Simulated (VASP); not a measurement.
Given:

```
Te
1.0
    2.17991    -3.77572     0.00000
    2.17991     3.77572     0.00000
    0.00000     0.00000     6.05372
Te
3
Direct
  0.00000   0.28721   0.66667
  0.71279   0.71279   0.00000
  0.28721   0.00000   0.33333
```

These are LDA (Ceperley-Alder, Perdew-Zunger), VASP's LDA PAW potentials (set 64) (plane waves; VASP 6.6.1) values and carry that method's errors. Settings: 520 eV cut-off, 10×10×6 Γ-centred mesh, first-order Methfessel-Paxton smearing of 0.10 eV, potentials Te.

### Question
The ions and cell shape at fixed volume are relaxed. Give the cell that the relaxation ends in.

### Answer

```
Te
1.0
    2.20294    -3.81561     0.00000
    2.20294     3.81561     0.00000
    0.00000     0.00000     5.92781
Te
3
Direct
  0.00000   0.27648   0.66667
  0.72352   0.72352   0.00000
  0.27648   0.00000   0.33333
```
Space group P3_121 (152), at a tolerance of 0.03 Å.

### Question
How much energy does the relaxation gain?

### Answer
The energy (σ→0) changes by -7.3 meV/atom, in 8 ionic steps.

The compound is Te in the trig structure. This cell is one point of a volume scan, at 1.06 of the reference volume. Symmetry was kept, so distortions that lower it aren't found.
